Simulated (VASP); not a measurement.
Input:

```xyz
1
Lattice="0.0000 1.7600 1.7600 1.7600 0.0000 1.7600 1.7600 1.7600 0.0000" Properties=species:S:1:pos:R:3 pbc="T T T"
Ni     0.0000     0.0000     0.0000
```
Starting moments (μB, in the order of the record's atoms Ni): 0.8.

All values below come from vdW-DF2, VASP's PBE PAW potentials (set 64) (plane waves; VASP). Settings: 520 eV cut-off, 16×16×16 Γ-centred mesh, first-order Methfessel-Paxton smearing of 0.10 eV, potentials Ni.

Energy and stress use the plane-wave basis of the starting cell.

**Question.** The ions, cell shape and volume are relaxed. What does this cell relax into?

**Answer.** 
```xyz
1
Lattice="0.0000 1.8039 1.8039 1.8039 0.0000 1.8039 1.8039 1.8039 0.0000" Properties=species:S:1:pos:R:3 pbc="T T T"
Ni     0.0000     0.0000     0.0000
```
Space group Fm-3m (225), at a tolerance of 0.03 Å. The cell ends with 0.58 μB, on the sites 0.60 μB.

**Question.** How do energy and volume change from the first to the last step?

**Answer.** The energy (σ→0) changes by -32.7 meV/atom and the volume by +7.7 %, in 3 ionic steps.

```tsv
step	E(σ→0) (eV)	max force (eV/Å)	pressure (GPa)	volume (Å³)
1	-2.0837	0.000	13.48	10.90
2	-2.0995	0.000	-7.53	12.42
3	-2.1164	0.000	-0.03	11.74
```

The compound is Ni in the fcc structure. This run relaxes it. Symmetry was kept, so distortions that lower it aren't found.
